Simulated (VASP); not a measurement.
Consider the following.

```yaml
crystal:
  lattice:
    - [-1.42212, 1.42212, 1.42212]
    - [1.42212, -1.42212, 1.42212]
    - [1.42212, 1.42212, -1.42212]
  atoms:
    - { symbol: Fe, position: [0.00000, 0.00000, 0.00000], spin: 2.6 }
```

Computed with SCAN meta-GGA, VASP's PBE PAW potentials (set 64) (plane waves; VASP). Run with 520 eV cut-off, 20×20×20 Γ-centred mesh, tetrahedra with Blöchl corrections, potentials Fe.

Question: Give the spin-up energies of bands 1 to 6 at the high-symmetry points, in eV from the Fermi level.

Answer: 
```json
[
 {"band": "1", "Γ": "-8.73", "H": "-5.30", "N": "-5.33", "P": "-3.67"},
 {"band": "2", "Γ": "-2.80", "H": "-5.30", "N": "-3.86", "P": "-3.67"},
 {"band": "3", "Γ": "-2.80", "H": "-0.44", "N": "-1.55", "P": "-3.67"},
 {"band": "4", "Γ": "-2.80", "H": "-0.44", "N": "-1.45", "P": "-1.41"},
 {"band": "5", "Γ": "-1.62", "H": "-0.44", "N": "-0.17", "P": "-1.41"},
 {"band": "6", "Γ": "-1.62", "H": "10.19", "N": "0.45", "P": "8.60"}
]
```

Question: Give the spin-down energies of bands 1 to 6 at the high-symmetry points, in eV from the Fermi level.

Answer: 
```csv
band,Γ,H,N,P
1,-8.50,-2.44,-3.38,-1.48
2,0.20,-2.44,-1.19,-1.48
3,0.20,3.14,0.63,-1.48
4,0.20,3.14,2.41,2.97
5,2.64,3.14,2.92,2.97
6,2.64,10.21,3.47,10.10
```

It has no gap at this level: it comes out as a metal or semimetal.

The compound is Fe in the bcc structure. It was relaxed first.
